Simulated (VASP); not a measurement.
## LiRe: structure and properties in VASP

What structure does LiRe take at this level, and what are its properties? The steps: rough relaxation of the start cell, full relaxation (vdW-DF2), single point with fields (vdW-DF2), band structure (vdW-DF2), density of states (vdW-DF2) and elastic constants (vdW-DF2). The cell is invented: it takes the structure of COD entry 1539571, LiPd (space group 221 there), with some of its atoms replaced by other elements, volume scaled by an estimate. It may not be a known or stable phase.

Calculated with VASP 6.6.1; vdW-DF2; plane waves and PAW (Re, Li_sv); invented cell.

**1. The structure**

Before any relaxation, the start is as follows. The structure is cubic, space group Pm-3m (No. 221). Conventional cell: a = 3.008 Å, b = 3.008 Å, c = 3.008 Å, α = 90.00°, β = 90.00°, γ = 90.00°. Nearest to Re lie 8 Li at 2.61 Å. Nearest to Li lie 8 Re at 2.61 Å. It derives from LiPd. it takes the structure of COD entry 1539571, LiPd (space group 221 there), with some of its atoms replaced by other elements, volume scaled by an estimate. Farther neighbours are not listed.

**2. Rough relaxation of the start cell**

The start is only an estimate, so a cheap relaxation brings it near a minimum before any careful run. vdW-DF2 was tuned for molecules and tends to expand solids. LUSE_VDW switches on a nonlocal correlation term for dispersion.

INCAR

```
SYSTEM = LiRe
PREC = Normal
ENCUT = 650
EDIFF = 1E-05
NELM = 60
ISMEAR = -1
SIGMA = 0.05
LREAL = .FALSE.
ALGO = Fast
GGA = ML
AGGAC = 0
LUSE_VDW = .TRUE.
ZAB_VDW = -1.8867
LASPH = .TRUE.
NBANDS = 11
LORBIT = 11
LWAVE = .FALSE.
LCHARG = .FALSE.
IBRION = 2
NSW = 40
ISIF = 3
EDIFFG = -0.04
```

POSCAR

```
LiRe
1.0
    3.0081180000      0.0000000000      0.0000000000
    0.0000000000      3.0081180000      0.0000000000
    0.0000000000      0.0000000000      3.0081180000
Re Li
1 1
Direct
    0.5000000000      0.5000000000      0.5000000000
    0.0000000000      0.0000000000      0.0000000000
```

KPOINTS

```
Automatic mesh
0
Gamma
5 5 5
0 0 0
```

PAW data sets: Re and Li_sv (PBE family, release 64).

Command:

```console
$ mpirun -np 1 vasp_std
```

The log of the run:

```text
[banner, memory and clock lines left out]
running    1 mpi-ranks, on    1 nodes
 distrk:  each k-point on    1 cores,    1 groups
 distr:  one band on    1 cores,    1 groups

 POSCAR found type information on POSCAR ReLi
 POSCAR found :  2 types and       2 ions
|                                                                             |
|               ----> ADVICE to this user running VASP <----                  |
|                                                                             |
|     You have switched on vdW-DFT.                                           |
|     This routine was written and supplied by Jiri Klimes. We recommend      |
|     that you carefully read and cite the following publications:            |
|       J. Klimes, D.R. Bowler, A. Michelides                                 |
|          J. Phys.: Cond Matt. 22 022201 (2010)                              |
|       J. Klimes, D.R. Bowler, A. Michelides                                 |
|          Phys. Rev. B. 83, 195131 (2011)                                    |
|     and references therein.                                                 |
|                                                                             |

|                                                                             |
|               ----> ADVICE to this user running VASP <----                  |
|                                                                             |
|     You enforced a specific xc type in the INCAR file but a different       |
|     [... a line on the potential file left out ...]
|     I HOPE YOU KNOW WHAT YOU ARE DOING!                                     |
|                                                                             |

 LDA part: xc-table for (Slater+PW92), standard interpolation
 POSCAR, INCAR and KPOINTS ok, starting setup
 FFT: planning ... GRIDC
 FFT: planning ... GRID_SOFT
 FFT: planning ... GRID
 WAVECAR not read
 entering main loop
       N       E                     dE             d eps       ncg     rms          rms(c)
DAV:   1     0.219624885856E+02    0.21962E+02   -0.48157E+03   360   0.123E+03
DAV:   2    -0.791788155787E+01   -0.29880E+02   -0.28148E+02   351   0.233E+02
DAV:   3    -0.927474869368E+01   -0.13569E+01   -0.13359E+01   388   0.353E+01
DAV:   4    -0.931880994635E+01   -0.44061E-01   -0.43771E-01   282   0.488E+00
DAV:   5    -0.932309352039E+01   -0.42836E-02   -0.42762E-02   402   0.110E+00    0.299E+01
RMM:   6    -0.790805879667E+01    0.14150E+01   -0.46485E-01   242   0.279E+01    0.457E+00
RMM:   7    -0.802923619300E+01   -0.12118E+00   -0.21910E+00   287   0.121E+01    0.118E+00
RMM:   8    -0.800754503907E+01    0.21691E-01   -0.62578E-02   278   0.407E+00    0.994E-01
RMM:   9    -0.799671356696E+01    0.10831E-01   -0.26876E-02   294   0.142E+00    0.270E-01
RMM:  10    -0.799640309770E+01    0.31047E-03   -0.56543E-03   290   0.919E-01    0.165E-01
RMM:  11    -0.799641801520E+01   -0.14917E-04   -0.16016E-03   267   0.428E-01    0.189E-02
RMM:  12    -0.799650609775E+01   -0.88083E-04   -0.77537E-04   269   0.279E-01    0.275E-02
RMM:  13    -0.799655990301E+01   -0.53805E-04   -0.38932E-04   262   0.188E-01    0.120E-01
RMM:  14    -0.799657773554E+01   -0.17833E-04   -0.20014E-04   232   0.221E-01    0.565E-02
RMM:  15    -0.799658846815E+01   -0.10733E-04   -0.11709E-04   216   0.201E-01    0.336E-02
RMM:  16    -0.799659764139E+01   -0.91732E-05   -0.66643E-05   215   0.228E-01
   1 F= -.79965976E+01 E0= -.79764452E+01  d E =-.799660E+01
 curvature:   0.00 expect dE= 0.000E+00 dE for cont linesearch  0.000E+00
 trial: gam= 0.00000 g(F)=  0.000E+00 g(S)=  0.180E-01 ort = 0.000E+00 (trialstep = 0.100E+01)
 search vector abs. value=  0.180E-01
 bond charge predicted
       N       E                     dE             d eps       ncg     rms          rms(c)
DAV:   1    -0.805531908871E+01   -0.58731E-01   -0.30084E+00   250   0.806E+01    0.436E+00
RMM:   2    -0.799462750884E+01    0.60692E-01   -0.44497E-02   247   0.732E+00    0.542E-01
RMM:   3    -0.800135585463E+01   -0.67283E-02   -0.77369E-02   298   0.235E+00    0.566E-01
RMM:   4    -0.800153748074E+01   -0.18163E-03   -0.66107E-03   296   0.892E-01    0.151E-01
RMM:   5    -0.800152274265E+01    0.14738E-04   -0.10971E-03   251   0.526E-01    0.592E-02
RMM:   6    -0.800158339087E+01   -0.60648E-04   -0.69463E-04   259   0.348E-01    0.238E-02
RMM:   7    -0.800161880614E+01   -0.35415E-04   -0.38313E-04   246   0.215E-01    0.307E-02
RMM:   8    -0.800163770506E+01   -0.18899E-04   -0.18847E-04   226   0.232E-01    0.358E-02
RMM:   9    -0.800165067018E+01   -0.12965E-04   -0.10673E-04   215   0.186E-01    0.170E-02
RMM:  10    -0.800165998594E+01   -0.93158E-05   -0.69664E-05   213   0.167E-01
   2 F= -.80016600E+01 E0= -.79820373E+01  d E =-.506234E-02
 trial-energy change:   -0.005062  1 .order   -0.004449   -0.017972    0.009075
 step:   0.6934(harm=  0.6645)  dis= 0.00000  next Energy=    -8.003033 (dE=-0.644E-02)
 bond charge predicted
       N       E                     dE             d eps       ncg     rms          rms(c)
DAV:   1    -0.800832977373E+01   -0.66791E-02   -0.25729E-01   338   0.223E+01    0.129E+00
RMM:   2    -0.800239905675E+01    0.59307E-02   -0.34726E-03   239   0.222E+00    0.153E-01
RMM:   3    -0.800301705105E+01   -0.61799E-03   -0.73947E-03   290   0.673E-01    0.165E-01
RMM:   4    -0.800299567233E+01    0.21379E-04   -0.35214E-04   270   0.272E-01    0.390E-02
RMM:   5    -0.800298969882E+01    0.59735E-05   -0.33365E-05   197   0.241E-01
   3 F= -.80029897E+01 E0= -.79831938E+01  d E =-.639206E-02
 curvature:  -0.33 expect dE=-0.334E-04 dE for cont linesearch -0.334E-04
 trial: gam= 0.00000 g(F)=  0.136E-67 g(S)=  0.101E-03 ort =-0.135E-02 (trialstep = 0.939E+00)
 search vector abs. value=  0.101E-03
 reached required accuracy - stopping structural energy minimisation
```

Wall time 46 s (1 MPI rank of Intel Xeon Platinum 8488C (Sapphire Rapids), shared host); peak memory 0.23 GiB.

Lines that name or quote the potential files are left out of all logs, and their timing lines are given in words.

From OUTCAR (step 2):

```text
ion  position               nearest neighbor table
   1  0.500  0.500  0.500-   2 2.61   2 2.61   2 2.61   2 2.61   2 2.61   2 2.61   2 2.61   2 2.61

  LATTYP: Found a simple cubic cell.
 ALAT       =     3.0081180000

 Subroutine GETGRP returns: Found 48 space group operations
 (whereof 48 operations were pure point group operations)

The static configuration has the point symmetry O_h .

 Found     10 irreducible k-points:

   k-points           NKPTS =     10   k-points in BZ     NKDIM =     10   number of bands    NBANDS=     11

   dimension x,y,z NGX =    20 NGY =   20 NGZ =   20
   dimension x,y,z NGXF=    40 NGYF=   40 NGZF=   40

   ENCUT  =  650.0 eV  47.77 Ry    6.91 a.u.   6.25  6.25  6.25*2*pi/ulx,y,z

   NELECT =      10.0000    total number of electrons

 k-points in reciprocal lattice and weights: Automatic mesh
   0.00000000  0.00000000  0.00000000       0.008
   0.20000000  0.00000000  0.00000000       0.048
   0.40000000  0.00000000  0.00000000       0.048
   0.20000000  0.20000000  0.00000000       0.096
   0.40000000  0.20000000  0.00000000       0.192
   0.40000000  0.40000000  0.00000000       0.096
   0.20000000  0.20000000  0.20000000       0.064
   0.40000000  0.20000000  0.20000000       0.192
   0.40000000  0.40000000  0.20000000       0.192
   0.40000000  0.40000000  0.40000000       0.064

 average (electrostatic) potential at core
       1 -42.5756       2 -59.0620

 E-fermi :   5.2189

 k-point     1 :       0.0000    0.0000    0.0000
  band No.  band energies     occupation
      1     -40.6960      2.00000
      2      -1.8253      2.00000
      3       1.9891      2.00000
      4       1.9891      2.00000
      5       6.8321      0.00000
      6       6.8321      0.00000
      7       6.8321      0.00000
      8      13.3981      0.00000
      9      13.3981      0.00000
    ...

 k-point     2 :       0.2000    0.0000    0.0000
  band No.  band energies     occupation
      1     -40.6914      2.00000
      2      -1.2018      2.00000
      3       2.1902      2.00000
      4       2.5839      2.00000
      5       5.8898      0.00000
      6       5.8898      0.00000
      7       6.9069      0.00000
      8      11.7858      0.00000
      9      15.0217      0.00000
    ...

 k-point     3 :       0.4000    0.0000    0.0000
  band No.  band energies     occupation
    ...
      2      -0.3131      2.00000
      3       2.5461      2.00000
      4       4.2505      2.00000
      5       4.7887      1.99963
      6       4.7887      1.99963
      7       7.0312      0.00000
      8       9.5656      0.00000
      9      17.1575      0.00000
     10      18.2876      0.00000
     11      18.2878      0.00000

Total vdW correction in eV:      1.7396919

  Total        0.0373917      0.0373917      0.0373917     -0.0000000     -0.0000000      0.0000000
  in kB        2.2568737      2.2568737      2.2568737     -0.0000000     -0.0000000      0.0000000
  external PRESSURE =       2.2568737 kB  Pullay stress =       0.0000000 kB

  energy-cutoff  :      650.00
  volume of cell :       26.54
      direct lattice vectors                 reciprocal lattice vectors
     2.983043526  0.000000000  0.000000000     0.335228096  0.000000000  0.000000000
    -0.000000000  2.983043526  0.000000000    -0.000000000  0.335228096  0.000000000
    -0.000000000 -0.000000000  2.983043526     0.000000000 -0.000000000  0.335228096

 POSITION                                       TOTAL-FORCE (eV/Angst)
 -----------------------------------------------------------------------------------
      1.49152      1.49152      1.49152        -0.000000      0.000000      0.000000
      0.00000      0.00000      0.00000         0.000000     -0.000000      0.000000
 -----------------------------------------------------------------------------------
    total drift:                               -0.000000      0.000000     -0.000000

  FREE ENERGIE OF THE ION-ELECTRON SYSTEM (eV)
  ---------------------------------------------------
  free  energy   TOTEN  =        -8.0029896988 eV

  energy  without entropy=       -7.9633979897  energy(sigma->0) =       -7.98319384

Total vdW correction in eV:      1.7393655

 reached required accuracy - stopping structural energy minimisation

 total charge
# of ion       s       p       d       tot
------------------------------------------
    1        0.583   0.338   4.933   5.855
    2        2.071   0.156   0.000   2.227
--------------------------------------------------
tot          2.654   0.494   4.933   8.082

[... 3 further parts left out ...]
```

CONTCAR:

```
LiRe
   1.00000000000000
     2.9830435259359915    0.0000000000000000    0.0000000000000000
    -0.0000000000000000    2.9830435259359915    0.0000000000000000
    -0.0000000000000000   -0.0000000000000000    2.9830435259359915
  Re              Li
     1     1
Direct
     0.5000000000000000    0.5000000000000000    0.5000000000000000
     0.0000000000000000    0.0000000000000000    0.0000000000000000
```

The k-mesh is coarse for a metal. This relaxation is a rough one on cheap settings, only to bring the start near its minimum. The PAW data sets were made with PBE, which is usual practice but a small mismatch for other functionals. The data set Re keeps the semicore shell frozen, which is cheaper and a little less accurate. The run keeps the 48 symmetry operations of its start, so it cannot find a distortion of lower symmetry.

Step by step:

```tsv
step	energy less that of the first step (eV)	largest force (eV/Å)	pressure (GPa)	volume (Å³)
1	0.0000	0.0000	-2.93	27.22
2	-0.0051	0.0000	1.54	26.25
3	-0.0064	0.0000	0.23	26.54
```

```tsv
conventional cell, symmetrised	before	after	change
a (Å)	3.008	2.983	-0.8 %
b (Å)	3.008	2.983	-0.8 %
c (Å)	3.008	2.983	-0.8 %
volume (Å³/atom)	13.61	13.27	-2.5 %
```

The relaxed structure:

```cif
data_structure
_symmetry_space_group_name_H-M 'P 1'
_symmetry_Int_Tables_number 1
_cell_length_a 2.9830
_cell_length_b 2.9830
_cell_length_c 2.9830
_cell_angle_alpha 90.000
_cell_angle_beta 90.000
_cell_angle_gamma 90.000
_cell_volume 26.54
loop_
_atom_site_label
_atom_site_type_symbol
_atom_site_fract_x
_atom_site_fract_y
_atom_site_fract_z
_atom_site_occupancy
Re1 Re 0.50000 0.50000 0.50000 1
Li2 Li 0.00000 0.00000 0.00000 1
```

Numbers from this step:

| Property | Result |
| --- | --- |
| electrons | 10 |
| bands | 11 |
| irreducible k-points | 10 |
| symmetry operations | 48 |
| free energy (TOTEN) | -8.003 eV |
| energy at zero smearing | -7.983 eV |
| Fermi energy | 5.219 eV |
| pressure | 0.2257 GPa |
| metallic | yes |
| SCF cycles over all ionic steps | 31 |

It ends with forces that vanish by symmetry and a pressure of 0.23 GPa.

[end of part 1 of 3]

[Lines on the potential files, build, host, timing and source positions are cut from VASP's logs without a mark.]

[Logs are printed without paths, hosts, clocks, repeated set-up lines and the standing remarks that a program may print on its own settings, such as how far it seeks lower states.]

[Hosts, paths, dates, database ids (printed as entryN), source tags and the programs' standing remarks are cut or masked in the printed files.]

[A measured line is paired with the nearest computed mode of its activity, which favours agreement.]
